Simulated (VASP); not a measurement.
Input of a VASP 6.6.1 run:

File INCAR:

```
SYSTEM = MgO
  PREC = Accurate
  ENCUT = 450
  EDIFF = 1E-6
  ISMEAR = 0
  SIGMA = 0.02
  LREAL = .False.
  LASPH = .True.
  NELM = 120
  ALGO = Normal
  ISIF = 2
  LWAVE = .False.
  LCHARG = .False.
  METAGGA = R2SCAN
  LMIXTAU = .True.
  NBANDS = 11
  KPAR = 2
```

File KPOINTS:

```
Automatic mesh
0
Gamma
  14 14 14
  0 0 0
```

Contents of POSCAR:

```
MgO                                     
1.0
    0.0000000000      2.1220490059      2.1220490059
    2.1220490059      0.0000000000      2.1220490059
    2.1220490059      2.1220490059     -0.0000000000
  Mg              O             
     1     1
Direct
     1.0000000000000000    1.0000000000000000    0.0000000000000000
     0.5000000000000000    0.5000000000000000    0.5000000000000000
```

The input KPOINTS_OPT:

```
path GXWKGLUWLK,UX
10
line-mode
reciprocal
 0.0000000000  0.0000000000  0.0000000000  G
 0.5000000000  0.0000000000  0.5000000000  X

 0.5000000000  0.0000000000  0.5000000000  X
 0.5000000000  0.2500000000  0.7500000000  W

 0.5000000000  0.2500000000  0.7500000000  W
 0.3750000000  0.3750000000  0.7500000000  K

 0.3750000000  0.3750000000  0.7500000000  K
 0.0000000000  0.0000000000  0.0000000000  G

 0.0000000000  0.0000000000  0.0000000000  G
 0.5000000000  0.5000000000  0.5000000000  L

 0.5000000000  0.5000000000  0.5000000000  L
 0.6250000000  0.2500000000  0.6250000000  U

 0.6250000000  0.2500000000  0.6250000000  U
 0.5000000000  0.2500000000  0.7500000000  W

 0.5000000000  0.2500000000  0.7500000000  W
 0.5000000000  0.5000000000  0.5000000000  L

 0.5000000000  0.5000000000  0.5000000000  L
 0.3750000000  0.3750000000  0.7500000000  K

 0.6250000000  0.2500000000  0.6250000000  U
 0.5000000000  0.0000000000  0.5000000000  X
```

Potentials or basis: VASP PAW PBE potentials, release 64 (Mg, O).

The run is started by

```console
$ cat potpaw_PBE.64/Mg/POTCAR potpaw_PBE.64/O/POTCAR > POTCAR
$ mpirun -np 2 vasp_std > vasp.out
```

Task: Predict the band gap along the path.

Result: 5.38 eV, direct.

Task: Estimate the band gap on the k mesh.

Result: 5.38 eV, direct.

Levels at the corners of the path, in eV from the valence-band top:
```csv
point,band 2,band 3,band 4,band 5,band 6,band 7
Γ,0.00,0.00,0.00,5.38,16.70,16.70
X,-4.01,-1.34,-1.34,10.00,10.81,14.04
X,-4.01,-1.34,-1.34,10.00,10.81,14.04
W,-2.89,-2.89,-1.73,12.54,12.54,13.07
W,-2.89,-2.89,-1.73,12.54,12.54,13.07
K,-3.42,-2.65,-1.14,10.94,12.66,13.45
K,-3.42,-2.65,-1.14,10.94,12.66,13.45
Γ,0.00,0.00,0.00,5.38,16.70,16.70
Γ,0.00,0.00,0.00,5.38,16.70,16.70
L,-4.51,-0.65,-0.65,8.65,13.54,17.18
L,-4.51,-0.65,-0.65,8.65,13.54,17.18
U,-3.42,-2.65,-1.14,10.94,12.66,13.45
U,-3.42,-2.65,-1.14,10.94,12.66,13.45
W,-2.89,-2.89,-1.73,12.54,12.54,13.07
W,-2.89,-2.89,-1.73,12.54,12.54,13.07
L,-4.51,-0.65,-0.65,8.65,13.54,17.18
L,-4.51,-0.65,-0.65,8.65,13.54,17.18
K,-3.42,-2.65,-1.14,10.94,12.66,13.45
U,-3.42,-2.65,-1.14,10.94,12.66,13.45
X,-4.01,-1.34,-1.34,10.00,10.81,14.04
```

**What was measured.**

From “Electronic structure of alkaline earth and post-transition metal oxides”, 2009, arxiv:0908.1581, for a bulk crystal of MgO: band gap 7.83 eV.

Measured gap of MgO: 7.83 eV (quoted in “Electronic structure of alkaline earth and post-transition metal oxides”, 2009, arxiv:0908.1581). This calculation gives 5.38 eV (-2.45 eV). The value is that of r2SCAN, without temperature or zero-point motion. The cell is a database's relaxed one, not the measured one, which moves gaps too.
